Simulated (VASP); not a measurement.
# RuCl (P6_3mc) in VASP: single point with PBE+U

Aim: the single point of RuCl with PBE+U.

Program: VASP 6.6.1. These are calculated values, not measurements. Logs are shortened: lines on timing, memory, paths and dates and some standing lists are left out, and cuts for length are marked.

### 1 The structure

Symmetry: P6_3mc, No. 186, hexagonal system. Conventional cell: a = 3.914 Å, b = 3.914 Å, c = 6.439 Å, α = 90.00°, β = 90.00°, γ = 120.00°. Ru (site symmetry 3m) has 4 Cl at 2.38 to 2.48 Å as nearest neighbours. Around Cl (site symmetry 3m) lie 4 Ru at 2.38 to 2.48 Å.

The cell was built by a generator and needn't be a form met in nature.

### 2 Single point, PBE+U, collinear spin, typed start

INCAR reads:

```
PREC = Accurate
ENCUT = 520
EDIFF = 1E-6
ISMEAR = 1
SIGMA = 0.0589
LREAL = F
LASPH = T
NELM = 150
ALGO = Fast
ISIF = 2
LWAVE = F
LCHARG = F
ISPIN = 2
MAGMOM = 1.9 -1.9 0 0
LORBIT = 11
LMAXMIX = 4
LDAU = T
LDAUTYPE = 2
LDAUL = 2 -1
LDAUU = 6 0
LDAUJ = 0 0
LDAUPRINT = 1
GGA = PE
NBANDS = 33
```

KPOINTS reads:

```
Automatic mesh
0
Gamma
  5 5 3
```

POSCAR reads:

```
RuCl
1.0
    3.9144584300      0.0000000000      0.0000000000
   -1.9572292100      3.3900208600      0.0000000000
    0.0000000000      0.0000000000      6.4393303000
Ru Cl
2 2
Direct
    0.3333300000      0.6666700000      0.0000000000
    0.6666600000      0.3333300000      0.5000000000
    0.3333300000      0.6666700000      0.3850000000
    0.6666600000      0.3333300000      0.8850000000
```

Potentials or basis: VASP PAW PBE potentials, release 64 (Ru_pv, Cl).

Started as:

```bash
> cat potpaw_PBE.64/Ru_pv/POTCAR potpaw_PBE.64/Cl/POTCAR > POTCAR
> mpirun -np 1 vasp_std > vasp.out
```

OUTCAR:

```text
PREC = Accurate
   ENCUT = 520
   EDIFF = 1E-6
   ISMEAR = 1
   LREAL = F
   LASPH = T
   NELM = 150
   ISIF = 2
   ISPIN = 2
   LORBIT = 11
   GGA = PE

 ion  position               nearest neighbor table
   1  0.333  0.667  0.000-   4 2.38   4 2.38   4 2.38   3 2.48
   2  0.667  0.333  0.500-   3 2.38   3 2.38   3 2.38   4 2.48
   3  0.333  0.667  0.385-   2 2.38   2 2.38   2 2.38   1 2.48
   4  0.667  0.333  0.885-   1 2.38   1 2.38   1 2.38   2 2.48

  LATTYP: Found a hexagonal cell.
 ALAT       =     3.9144584300
 C/A-ratio  =     1.6450117980

  Lattice vectors:

 A1 = (   3.9144584300,   0.0000000000,   0.0000000000)
 A2 = (  -1.9572292100,   3.3900208600,   0.0000000000)
 A3 = (   0.0000000000,   0.0000000000,   6.4393303000)

Analysis of symmetry for initial positions (statically):
=====================================================================
 Subroutine PRICEL returns:
 Original cell was already a primitive cell.

 Routine SETGRP: Setting up the symmetry group for a
 hexagonal supercell.

 Subroutine GETGRP returns: Found  4 space group operations
 (whereof  1 operations were pure point group operations)
 out of a pool of 24 trial point group operations.

The static configuration has the point symmetry C_1 .
 The point group associated with its full space group is C_2v.

Analysis of symmetry for dynamics (positions and initial velocities):
=====================================================================
 Subroutine PRICEL returns:
 Original cell was already a primitive cell.

 Routine SETGRP: Setting up the symmetry group for a
 hexagonal supercell.

 Subroutine GETGRP returns: Found  4 space group operations
 (whereof  1 operations were pure point group operations)
 out of a pool of 24 trial point group operations.

The dynamic configuration has the point symmetry C_1 .
 The point group associated with its full space group is C_2v.

Analysis of structural, dynamic, and magnetic symmetry:
=====================================================================
 Subroutine PRICEL returns:
 Original cell was already a primitive cell.

 Routine SETGRP: Setting up the symmetry group for a
 hexagonal supercell.

 Subroutine GETGRP returns: Found  4 space group operations
 (whereof  1 operations were pure point group operations)
 out of a pool of 24 trial point group operations.

The overall configuration has the point symmetry C_1 .
 The point group associated with its full space group is C_2v.

 Subroutine INISYM returns: Found  4 space group operations
 (whereof  1 operations are pure point group operations),
 and found     1 'primitive' translations

----------------------------------------------------------------------------------------

                                     Primitive cell

  volume of cell :      85.4505

  direct lattice vectors                    reciprocal lattice vectors
[... 149 lines left out ...]

 occupancies and eigenvectors

  o =  0.0653  v =  0.0000  0.0000  0.0000  0.0000  0.0000 -0.0000  0.0002 -1.0000 -0.0000  0.0003      0.0000  0.0000  0.0000  0.0000  0.0000  0.0000  0.0000  0.0000  0.0000  0.0000
  o =  0.0698  v =  0.0000  0.0000  0.0000  0.0000  0.0000  0.8053 -0.0000 -0.0000  0.5928 -0.0000      0.0000  0.0000  0.0000  0.0000  0.0000  0.0000  0.0000  0.0000  0.0000  0.0000
  o =  0.0698  v =  0.0000  0.0000  0.0000  0.0000  0.0000  0.0000  0.5928  0.0003  0.0000  0.8053      0.0000  0.0000  0.0000  0.0000  0.0000  0.0000  0.0000  0.0000  0.0000  0.0000
  o =  0.8510  v =  0.0000  0.0000  0.0000  0.0000  0.0000  0.0004  0.8053 -0.0000 -0.0006 -0.5928      0.0000  0.0000  0.0000  0.0000  0.0000  0.0000  0.0000  0.0000  0.0000  0.0000
  o =  0.8510  v =  0.0000  0.0000  0.0000  0.0000  0.0000 -0.5928  0.0006 -0.0000  0.8053 -0.0004      0.0000  0.0000  0.0000  0.0000  0.0000  0.0000  0.0000  0.0000  0.0000  0.0000
  o =  0.8728  v = -0.3852 -0.0056 -0.0000  0.9228  0.0023  0.0000  0.0000  0.0000  0.0000  0.0000      0.0000  0.0000  0.0000  0.0000  0.0000  0.0000  0.0000  0.0000  0.0000  0.0000
  o =  0.8728  v =  0.0023 -0.9228 -0.0000 -0.0056  0.3852  0.0000  0.0000  0.0000  0.0000  0.0000      0.0000  0.0000  0.0000  0.0000  0.0000  0.0000  0.0000  0.0000  0.0000  0.0000
  o =  0.8917  v = -0.0000 -0.0001 -1.0000 -0.0000 -0.0002  0.0000  0.0000  0.0000  0.0000  0.0000      0.0000  0.0000  0.0000  0.0000  0.0000  0.0000  0.0000  0.0000  0.0000  0.0000
  o =  0.8931  v =  0.0001 -0.3852  0.0002  0.0000 -0.9228  0.0000  0.0000  0.0000  0.0000  0.0000      0.0000  0.0000  0.0000  0.0000  0.0000  0.0000  0.0000  0.0000  0.0000  0.0000
  o =  0.8931  v =  0.9228  0.0000 -0.0000  0.3852  0.0001  0.0000  0.0000  0.0000  0.0000  0.0000      0.0000  0.0000  0.0000  0.0000  0.0000  0.0000  0.0000  0.0000  0.0000  0.0000

atom =   2  type =  1  l = 2

 onsite density matrix

spin component  1

  0.3443 -0.0000 -0.0000  0.3729 -0.0000
 -0.0000  0.5764  0.0000  0.0000  0.3729
 -0.0000  0.0000  0.0653 -0.0000  0.0000
  0.3729  0.0000 -0.0000  0.5764  0.0000
 -0.0000  0.3729  0.0000  0.0000  0.3444

spin component  2

  0.8901  0.0000 -0.0000 -0.0072  0.0000
  0.0000  0.8759  0.0000  0.0000 -0.0072
 -0.0000  0.0000  0.8917  0.0000 -0.0000
 -0.0072  0.0000  0.0000  0.8759 -0.0000
  0.0000 -0.0072 -0.0000 -0.0000  0.8901

 occupancies and eigenvectors

  o =  0.0653  v =  0.0000  0.0002  1.0000 -0.0000 -0.0003  0.0000  0.0000  0.0000  0.0000  0.0000      0.0000  0.0000  0.0000  0.0000  0.0000  0.0000  0.0000  0.0000  0.0000  0.0000
  o =  0.0698  v = -0.8053 -0.0000  0.0000  0.5928  0.0000  0.0000  0.0000  0.0000  0.0000  0.0000      0.0000  0.0000  0.0000  0.0000  0.0000  0.0000  0.0000  0.0000  0.0000  0.0000
  o =  0.0698  v =  0.0000 -0.5928  0.0003 -0.0000  0.8053  0.0000  0.0000  0.0000  0.0000  0.0000      0.0000  0.0000  0.0000  0.0000  0.0000  0.0000  0.0000  0.0000  0.0000  0.0000
  o =  0.8510  v =  0.0004 -0.8053 -0.0000  0.0006 -0.5928  0.0000  0.0000  0.0000  0.0000  0.0000      0.0000  0.0000  0.0000  0.0000  0.0000  0.0000  0.0000  0.0000  0.0000  0.0000
  o =  0.8510  v = -0.5928 -0.0006 -0.0000 -0.8053 -0.0004  0.0000  0.0000  0.0000  0.0000  0.0000      0.0000  0.0000  0.0000  0.0000  0.0000  0.0000  0.0000  0.0000  0.0000  0.0000
  o =  0.8728  v =  0.0000  0.0000  0.0000  0.0000  0.0000 -0.3852  0.0056 -0.0000 -0.9228  0.0023      0.0000  0.0000  0.0000  0.0000  0.0000  0.0000  0.0000  0.0000  0.0000  0.0000
  o =  0.8728  v =  0.0000  0.0000  0.0000  0.0000  0.0000  0.0023  0.9228 -0.0000  0.0056  0.3852      0.0000  0.0000  0.0000  0.0000  0.0000  0.0000  0.0000  0.0000  0.0000  0.0000
  o =  0.8917  v =  0.0000  0.0000  0.0000  0.0000  0.0000 -0.0000  0.0001 -1.0000  0.0000 -0.0002      0.0000  0.0000  0.0000  0.0000  0.0000  0.0000  0.0000  0.0000  0.0000  0.0000
  o =  0.8931  v =  0.0000  0.0000  0.0000  0.0000  0.0000  0.0001  0.3852  0.0002 -0.0000 -0.9228      0.0000  0.0000  0.0000  0.0000  0.0000  0.0000  0.0000  0.0000  0.0000  0.0000
  o =  0.8931  v =  0.0000  0.0000  0.0000  0.0000  0.0000  0.9228 -0.0000 -0.0000 -0.3852  0.0001      0.0000  0.0000  0.0000  0.0000  0.0000  0.0000  0.0000  0.0000  0.0000  0.0000

 number of electron      42.0000009 magnetization      -0.0000000

 Free energy of the ion-electron system (eV)
  ---------------------------------------------------
  ext. energy  EPLUGINS =         0.00000000
  ---------------------------------------------------
  free energy    TOTEN  =       -10.27130859 eV

  energy without entropy =      -10.27159570  energy(sigma->0) =      -10.27140429

 E-fermi :   5.5620     XC(G=0):  -9.8161

 val. band max:        5.5163955374   @ k =   0.0000   0.0000   0.3333
 cond. band min:       6.2871515258   @ k =   0.0000   0.0000   0.0000
 fundamental gap:      0.7707559883
 Fermi energy:         5.5619900722

 spin component 1

 k-point     1 :       0.0000    0.0000    0.0000
  band No.  band energies     occupation
      1     -36.3098      1.00000
      2     -36.2589      1.00000
      3     -36.2589      1.00000
      4     -34.3439      1.00000
      5     -34.3195      1.00000
      6     -34.3195      1.00000
[... 637 lines left out ...]
     32      15.3720      0.00000
     33      16.9790      0.00000
 Fermi energy:         5.5619900722

 spin component 2

 k-point     1 :       0.0000    0.0000    0.0000
  band No.  band energies     occupation
      1     -36.3098      1.00000
      2     -36.2589      1.00000
      3     -36.2589      1.00000
      4     -34.3439      1.00000
      5     -34.3195      1.00000
      6     -34.3195      1.00000
[... 637 lines left out ...]
     32      15.3720      0.00000
     33      17.0152      0.00000

------------------------ aborting loop because EDIFF is reached ----------------------------------------

  FORCE on cell =-STRESS in cart. coord.  units (eV):
  Direction    XX          YY          ZZ          XY          YZ          ZX
  --------------------------------------------------------------------------------------
  -------------------------------------------------------------------------------------
  Total       10.4163150     10.4174901      6.4408420      0.0000000      0.0000000      0.0000000
  in kB      195.3034559    195.3254887    120.7642723      0.0000003      0.0000000      0.0000000
  external PRESSURE =     170.4644056 kB  Pullay stress =       0.0000000 kB

 VOLUME and BASIS-vectors are now :
 -----------------------------------------------------------------------------
  energy-cutoff  :      520.00
  volume of cell :       85.45
      direct lattice vectors                 reciprocal lattice vectors
     3.914458430  0.000000000  0.000000000     0.255463180  0.147491717  0.000000000
    -1.957229210  3.390020860  0.000000000     0.000000000  0.294983436  0.000000000
     0.000000000  0.000000000  6.439330300     0.000000000  0.000000000  0.155295652

 POSITION                                       TOTAL-FORCE (eV/Angst)
 -----------------------------------------------------------------------------------
     -0.00002      2.26003      0.00000        -0.000000     -0.000207      0.787596
      1.95721      1.13000      3.21967         0.000000      0.000207      0.787596
     -0.00002      2.26003      2.47914        -0.000000     -0.000208     -0.787596
      1.95721      1.13000      5.69881         0.000000      0.000208     -0.787596
 -----------------------------------------------------------------------------------
    total drift:                                0.000000     -0.000000     -0.000212

  FREE ENERGIE OF THE ION-ELECTRON SYSTEM (eV)
  ---------------------------------------------------
  free  energy   TOTEN  =       -10.2713085894 eV

  energy  without entropy=      -10.2715957018  energy(sigma->0) =      -10.27140429

 total charge

# of ion       s       p       d       tot
------------------------------------------
    1        0.200   6.133   6.283  12.615
    2        0.200   6.133   6.283  12.615
    3        1.587   3.571   0.000   5.158
    4        1.587   3.571   0.000   5.158
--------------------------------------------------
tot          3.572  19.407  12.565  35.545

 magnetization (x)

# of ion       s       p       d       tot
------------------------------------------
    1        0.016   0.034   2.504   2.553
    2       -0.016  -0.034  -2.504  -2.553
    3       -0.005  -0.029   0.000  -0.035
    4        0.005   0.029   0.000   0.035
--------------------------------------------------
tot          0.000   0.000   0.000   0.000
```

Wall time 1.7 min (1 thread of Intel Xeon Platinum 8375C at 2.90GHz (Ice Lake), shared host); peak memory 0.27 GiB.

Results:

```yaml
Free_energy: -10.2713 eV
Pressure: 17.0 GPa
Largest_force: 0.788 eV/Å
Band_gap_on_the_k_mesh: 0.77 eV, indirect (least direct gap 0.80 eV)
Net_moment: 0.00 μB per cell
Site_moments: Ru +2.55, -2.55; Cl -0.04, +0.04 μB
Valence_electrons_inside_the_program's_atomic_spheres: Ru 12.62; Cl 5.16
```

Forces on the atoms (eV/Å):
```
Ru   0.000  0.000  0.788
Ru   0.000  0.000  0.788
Cl   0.000  0.000 -0.788
Cl   0.000  0.000 -0.788
```

Levels at points of the mesh, in eV from the valence-band top:
Spin up:
```tsv
k point	band 17	band 18	band 19	band 20	band 21	band 22	band 23	band 24	band 25	band 26
(0.00, 0.00, 0.00)	-1.44	-1.39	-1.39	-0.03	-0.03	0.77	3.51	4.35	5.15	5.15
```
Spin down:
```tsv
k point	band 18	band 19	band 20	band 21	band 22	band 23	band 24	band 25
(0.00, 0.00, 0.00)	-1.39	-1.39	-0.03	-0.03	0.77	3.51	4.35	5.15
```

Eigenvalues of the final occupation matrices:
```tsv
site	spin	trace	eigenvalues
site 1 d	1	4.42	0.87 0.87 0.89 0.89 0.89
site 1 d	2	1.91	0.07 0.07 0.07 0.85 0.85
site 2 d	1	1.91	0.07 0.07 0.07 0.85 0.85
site 2 d	2	4.42	0.87 0.87 0.89 0.89 0.89
```

Caveat: an odd mesh through Γ misses points on the zone boundary, where band edges often lie.
